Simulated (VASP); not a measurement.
Level of theory: PBEsol GGA, VASP's PBE PAW potentials (set 64) (plane waves; VASP).

VASP ran on this input.

INCAR:
```
ALGO = Fast
EDIFF = 1E-5
EDIFFG = -0.03
ENCUT = 450
GGA = PS
IBRION = 2
ISIF = 2
ISMEAR = 1
LASPH = T
LCHARG = F
LREAL = F
LWAVE = F
NELM = 100
NELMIN = 4
NSW = 20
PREC = Normal
SIGMA = 0.1
SYSTEM = Li
```

### KPOINTS
```
Automatic mesh
0
Gamma
17 17 17
0 0 0
```

### POSCAR
```
Li
1
   -1.7129715271     1.7129715271     1.7129715271
    1.7129715271    -1.7129715271     1.7129715271
    1.7129715271     1.7129715271    -1.7129715271
Li
1
Direct
  0.0000000000   0.0000000000   0.0000000000
```

POTCAR, in this order: Li_sv (PBE.64 set). Program: vasp_std.

Output of the run:

File OSZICAR:
```
       N       E                     dE             d eps       ncg     rms          rms(c)
DAV:   1     0.434844563816E+00    0.43484E+00   -0.64356E+02  1655   0.378E+02
DAV:   2    -0.185845230242E+01   -0.22933E+01   -0.21935E+01  2235   0.577E+01
DAV:   3    -0.196403085051E+01   -0.10558E+00   -0.10492E+00  2090   0.849E+00
DAV:   4    -0.196672484023E+01   -0.26940E-02   -0.26942E-02  2090   0.131E+00
DAV:   5    -0.196676340580E+01   -0.38566E-04   -0.38569E-04  2145   0.129E-01    0.391E-01
RMM:   6    -0.196466041607E+01    0.21030E-02   -0.35817E-04  1762   0.172E-01    0.231E-01
RMM:   7    -0.196372551103E+01    0.93491E-03   -0.19319E-03  1943   0.358E-01    0.312E-02
RMM:   8    -0.196375855157E+01   -0.33041E-04   -0.22827E-04  1829   0.160E-01    0.192E-02
RMM:   9    -0.196377065318E+01   -0.12102E-04   -0.13864E-04  1837   0.105E-01    0.765E-03
RMM:  10    -0.196377617052E+01   -0.55173E-05   -0.41919E-05  1534   0.594E-02
   1 F= -.19637762E+01 E0= -.19637707E+01  d E =-.196378E+01
```

**OUTCAR**
```
------------------------ aborting loop because EDIFF is reached ----------------------------------------
  FORCE on cell =-STRESS in cart. coord.  units (eV):
  Direction    XX          YY          ZZ          XY          YZ          ZX
  --------------------------------------------------------------------------------------
  Total       -0.1351781     -0.1351781     -0.1351781      0.0000000     -0.0000000     -0.0000000
  in kB      -10.7722541    -10.7722541    -10.7722541      0.0000000     -0.0000000     -0.0000000
  external PRESSURE =     -10.7722541 kB  Pullay stress =       0.0000000 kB
  volume of cell :       20.11
      direct lattice vectors                 reciprocal lattice vectors
    -1.712971527  1.712971527  1.712971527     0.000000000  0.291890433  0.291890433
     1.712971527 -1.712971527  1.712971527     0.291890433  0.000000000  0.291890433
     1.712971527  1.712971527 -1.712971527     0.291890433  0.291890433  0.000000000
 POSITION                                       TOTAL-FORCE (eV/Angst)
 -----------------------------------------------------------------------------------
      0.00000      0.00000      0.00000         0.000000      0.000000      0.000000
 -----------------------------------------------------------------------------------
    total drift:                                0.000000     -0.000000     -0.000000
  FREE ENERGIE OF THE ION-ELECTRON SYSTEM (eV)
  ---------------------------------------------------
  free  energy   TOTEN  =        -1.9637761705 eV

  energy  without entropy=       -1.9637598860  energy(sigma->0) =       -1.96377074

 reached required accuracy - stopping structural energy minimisation
```
(Selected blocks of OUTCAR.)

At this cut-off the stress carries a Pulay error, which pulls relaxed volumes low.

The compound is Li in the bcc structure. It was relaxed first, which changed the volume by -5 %.
